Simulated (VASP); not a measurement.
Data:

```
CELL_PARAMETERS angstrom
      6.22788     0.00000     0.00000
      0.00000     6.22788     0.00000
      0.00000     0.00000     6.22788
ATOMIC_POSITIONS crystal
  Cs 0.00000 0.00000 0.00000
  Sn 0.50000 0.50000 0.50000
  I  0.50000 0.00000 0.50000
  I  0.00000 0.50000 0.50000
  I  0.50000 0.50000 0.00000
```

Method: AM05 GGA, VASP's PBE PAW potentials (set 64) (plane waves; VASP). Numerical set-up: 520 eV cut-off, 4×4×4 Γ-centred mesh, Gaussian smearing of 0.050 eV, potentials Cs_sv Sn_d I.

Unless said otherwise, spin-orbit coupling is left out, though it shifts the bands of the heavy elements here.

### Question
Predict the energy per atom (σ→0), band gap (on the k-mesh) with the smallest direct gap where there is one.

### Answer

```
Quantity                                      Value
-----------------------------------  --------------
band gap (on the k-mesh)                    0.33 eV
smallest direct gap (on the k-mesh)         0.33 eV
energy per atom (σ→0)                -2.789 eV/atom
```

Total energies compare only between runs with the same potentials, cut-off and functional.

The compound is CsSnI3 in the cubic perovskite structure, the ideal cubic form; the compound distorts at low or room temperature. It was relaxed first. The start is the result of an earlier pass.
